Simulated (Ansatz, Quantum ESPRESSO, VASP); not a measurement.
# KCdF3 (Pm-3m, 5 atoms in the cell) computed with different codes at matched settings

Self-consistent single point.

```yaml
crystal:
  lattice:
    - [4.38209, 0.00000, 0.00000]
    - [0.00000, 4.38209, 0.00000]
    - [0.00000, 0.00000, 4.38209]
  atoms:
    - { symbol: K, position: [0.00000, 0.00000, 0.00000] }
    - { symbol: Cd, position: [0.50000, 0.50000, 0.50000] }
    - { symbol: F, position: [0.00000, 0.50000, 0.50000] }
    - { symbol: F, position: [0.50000, 0.00000, 0.50000] }
    - { symbol: F, position: [0.50000, 0.50000, 0.00000] }
```

Shared settings, as Ansatz (an electronic-structure program) writes them: kpoints.mp_grid.grid = 2 2 2; scf.occupations.method = fermi_dirac; scf.occupations.width = 0.0037 Ry. Potentials and cutoffs stand in the table.

```
code                                                             model  pressure (GPa)  gap on the mesh (eV)   cutoff
----------------  ----------------------------------------------------  --------------  --------------------  -------
Quantum ESPRESSO  PBEsol, GBRV 1.5 ultrasoft (PBESOL) pseudopotentials           -0.32                 2.891    40 Ry
Ansatz                                 PBEsol, PAW files made with PBE           -0.10                 2.961  30.9 Ry
VASP                        PBEsol, VASP's PBE PAW potentials (set 64)           -6.20                     –   400 eV
```

A dash marks a value that a program does not give, or that is left out as unsure.

No gap is tabulated for VASP: it is not read from that output, or partly filled or unconverged empty levels leave it unsure.

Gaps are read on the mesh.

The spread over the programs that give each value: pressure within 6.10 GPa; gap on the mesh within 0.070 eV.

Ansatz's pressure is given at a fixed set of plane waves, as the other plane-wave codes print theirs; with its correction for the finite basis it is 0.16 GPa (the shift of 0.26 GPa shows how far the cutoff is from converged). In the pressure, VASP (by 5.89) lies more than 1 GPa from the median of the plane-wave programs.

On the base mesh (6 6 6) the same programs gave: Quantum ESPRESSO pressure -0.33 GPa, gap on the mesh 2.890 eV; Ansatz pressure -0.13 GPa, gap on the mesh 2.961 eV; VASP pressure -6.09 GPa.

VASP's run is marked for a possible Pulay error in its stress at this cutoff; no cutoff test was made.

The starting cell comes from a database of computed structures (which also holds hypothetical and non-ambient phases and stackings), without a prior relaxation at this level.

Left out of this page: ABINIT (with a known weakness of the program); GPAW and SIESTA (not drawn, or without a comparable value); CP2K (on another mesh); Elk (unsound by tests on forces, stress, charge or solver warnings).

Keys are those of Ansatz 0.2.
